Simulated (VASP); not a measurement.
**Ti2AlC: core levels with LDA**

Crystal: Ti2AlC.

```xyz
8
Lattice="3.0574 0.0000 0.0000 -1.5287 2.6478 0.0000 0.0000 0.0000 13.6860" Properties=species:S:1:pos:R:3 pbc="T T T"
Ti    0.0000    1.7652    1.1498
Ti    1.5287    0.8826    7.9928
Ti    1.5287    0.8826   12.5362
Ti    0.0000    1.7652    5.6932
Al    0.0000    1.7652   10.2645
Al    1.5287    0.8826    3.4215
C     0.0000    0.0000    0.0000
C     0.0000    0.0000    6.8430
```

The cell comes from a database or a generator and needn't be the stable form of this composition.

```yaml
Program: VASP 6.6.1
Task: core levels
Functional: LDA
Potentials_or_basis: VASP PAW LDA potentials, release 64 (Ti_sv, Al, C)
Cutoff: 520 eV
k_mesh: 11 × 11 × 3
Occupations: methfessel-paxton, width 0.1 eV
Spin: no spin polarisation
Further_INCAR_settings: ALGO = Normal; EDIFF = 1e-06; AMIX = 0.2
```

- Pressure: -6.8 GPa
- Largest force: 0.480 eV/Å
- Band gap on the k mesh: none (metal or under the smearing width)

Forces in eV/Å, atoms in the order of the input:
```
Ti   0.000  0.000 -0.480
Ti   0.000  0.000 -0.480
Ti   0.000  0.000  0.480
Ti   0.000  0.000  0.480
Al   0.000  0.000  0.000
Al   0.000  0.000  0.000
C    0.000  0.000  0.000
C    0.000  0.000  0.000
```

Stress tensor (GPa, compression positive):
```
-6.61  0.00  0.00
 0.00 -6.61  0.00
 0.00  0.00 -7.28
```

Levels at points of the mesh, in eV from the Fermi level:
| k point | band 29 | band 30 | band 31 | band 32 | band 33 | band 34 | band 35 | band 36 |
| --- | --- | --- | --- | --- | --- | --- | --- | --- |
| (0.00, 0.00, 0.00) | 0.39 | 0.69 | 0.91 | 0.91 | 0.93 | 0.93 | 1.83 | 1.84 |

Core levels (eV, on the scale of the bands):
```
atom                            levels
1 Ti  1s -4830.6, 2s -520.7, 2p -429.6
2 Ti  1s -4830.6, 2s -520.7, 2p -429.6
3 Ti  1s -4830.6, 2s -520.7, 2p -429.6
4 Ti  1s -4830.6, 2s -520.7, 2p -429.6
5 Al    1s -1488.2, 2s -93.6, 2p -55.9
6 Al    1s -1488.2, 2s -93.6, 2p -55.9
```

It took 35 s on 4 MPI ranks on Intel(R) Xeon(R) Platinum 8488C (Sapphire Rapids), with other jobs on the host, peak memory 0.25 GiB a rank.
